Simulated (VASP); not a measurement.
Here is the system:

```
CELL_PARAMETERS angstrom
      0.00000     1.80750     1.80750
      1.80750     0.00000     1.80750
      1.80750     1.80750     0.00000
ATOMIC_POSITIONS crystal
  B  0.00000 0.00000 0.00000
  N  0.25000 0.25000 0.25000
```

Method: G0W0 on PBE orbitals, VASP's PBE PAW potentials (set 64) (plane waves; VASP 6.6.1). Run with PREC = Normal, 500 eV cut-off, 4×4×4 Γ-centred mesh, Gaussian smearing of 0.010 eV, potentials B_GW N_GW_new.

The mesh is coarse and the basis finite, so the quasiparticle values are not converged.

NBANDS = 240, ENCUTGW = 250 eV, NOMEGA = 64. The PBE levels (eV) that the step starts from are:

| state | KS energy | filling |
|---|---|---|
| k1 (0.00, 0.00, 0.00), band 1 | -11.51 | 2 |
| k1 (0.00, 0.00, 0.00), band 2 | 8.74 | 2 |
| k1 (0.00, 0.00, 0.00), band 3 | 8.74 | 2 |
| k1 (0.00, 0.00, 0.00), band 4 | 8.74 | 2 |
| k1 (0.00, 0.00, 0.00), band 5 | 17.53 | 0 |
| k1 (0.00, 0.00, 0.00), band 6 | 17.53 | 0 |
| k1 (0.00, 0.00, 0.00), band 7 | 17.53 | 0 |
| k1 (0.00, 0.00, 0.00), band 8 | 19.08 | 0 |
| k3 (0.50, 0.00, 0.00), band 1 | -7.29 | 2 |
| k3 (0.50, 0.00, 0.00), band 2 | -1.98 | 2 |
| k3 (0.50, 0.00, 0.00), band 3 | 6.79 | 2 |
| k3 (0.50, 0.00, 0.00), band 4 | 6.79 | 2 |
| k3 (0.50, 0.00, 0.00), band 5 | 18.86 | 0 |
| k3 (0.50, 0.00, 0.00), band 6 | 19.42 | 0 |
| k3 (0.50, 0.00, 0.00), band 7 | 19.42 | 0 |
| k3 (0.50, 0.00, 0.00), band 8 | 24.00 | 0 |
| k5 (0.50, 0.25, 0.00), band 1 | -6.85 | 2 |
| k5 (0.50, 0.25, 0.00), band 2 | -0.03 | 2 |
| k5 (0.50, 0.25, 0.00), band 3 | 3.57 | 2 |
| k5 (0.50, 0.25, 0.00), band 4 | 5.07 | 2 |
| k5 (0.50, 0.25, 0.00), band 5 | 16.26 | 0 |
| k5 (0.50, 0.25, 0.00), band 6 | 21.82 | 0 |
| k5 (0.50, 0.25, 0.00), band 7 | 23.18 | 0 |
| k5 (0.50, 0.25, 0.00), band 8 | 23.32 | 0 |

Give the quasiparticle energies and renormalisation factors Z.

```json
[
 {"state": "k1 (0.00, 0.00, 0.00), band 1", "QP energy (eV)": "-13.64", "Z": "0.78"},
 {"state": "k1 (0.00, 0.00, 0.00), band 2", "QP energy (eV)": "7.52", "Z": "0.82"},
 {"state": "k1 (0.00, 0.00, 0.00), band 3", "QP energy (eV)": "7.52", "Z": "0.82"},
 {"state": "k1 (0.00, 0.00, 0.00), band 4", "QP energy (eV)": "7.52", "Z": "0.82"},
 {"state": "k1 (0.00, 0.00, 0.00), band 5", "QP energy (eV)": "18.63", "Z": "0.83"},
 {"state": "k1 (0.00, 0.00, 0.00), band 6", "QP energy (eV)": "18.63", "Z": "0.83"},
 {"state": "k1 (0.00, 0.00, 0.00), band 7", "QP energy (eV)": "18.63", "Z": "0.83"},
 {"state": "k1 (0.00, 0.00, 0.00), band 8", "QP energy (eV)": "19.91", "Z": "0.81"},
 {"state": "k3 (0.50, 0.00, 0.00), band 1", "QP energy (eV)": "-9.14", "Z": "0.76"},
 {"state": "k3 (0.50, 0.00, 0.00), band 2", "QP energy (eV)": "-3.80", "Z": "0.77"},
 {"state": "k3 (0.50, 0.00, 0.00), band 3", "QP energy (eV)": "5.43", "Z": "0.82"},
 {"state": "k3 (0.50, 0.00, 0.00), band 4", "QP energy (eV)": "5.43", "Z": "0.82"},
 {"state": "k3 (0.50, 0.00, 0.00), band 5", "QP energy (eV)": "19.65", "Z": "0.82"},
 {"state": "k3 (0.50, 0.00, 0.00), band 6", "QP energy (eV)": "20.52", "Z": "0.83"},
 {"state": "k3 (0.50, 0.00, 0.00), band 7", "QP energy (eV)": "20.52", "Z": "0.83"},
 {"state": "k3 (0.50, 0.00, 0.00), band 8", "QP energy (eV)": "25.04", "Z": "0.79"},
 {"state": "k5 (0.50, 0.25, 0.00), band 1", "QP energy (eV)": "-8.65", "Z": "0.75"},
 {"state": "k5 (0.50, 0.25, 0.00), band 2", "QP energy (eV)": "-1.80", "Z": "0.78"},
 {"state": "k5 (0.50, 0.25, 0.00), band 3", "QP energy (eV)": "1.97", "Z": "0.80"},
 {"state": "k5 (0.50, 0.25, 0.00), band 4", "QP energy (eV)": "3.60", "Z": "0.81"},
 {"state": "k5 (0.50, 0.25, 0.00), band 5", "QP energy (eV)": "16.96", "Z": "0.84"},
 {"state": "k5 (0.50, 0.25, 0.00), band 6", "QP energy (eV)": "22.77", "Z": "0.81"},
 {"state": "k5 (0.50, 0.25, 0.00), band 7", "QP energy (eV)": "24.49", "Z": "0.80"},
 {"state": "k5 (0.50, 0.25, 0.00), band 8", "QP energy (eV)": "24.49", "Z": "0.79"}
]
```
On the mesh the gap opens from 4.43 to 6.16 eV.

The compound is BN in the zinc blende structure. The cell was not relaxed at this level. The k-mesh is coarse (spacing up to 0.75 per Å, 2π included), so the numbers may not be converged in it.
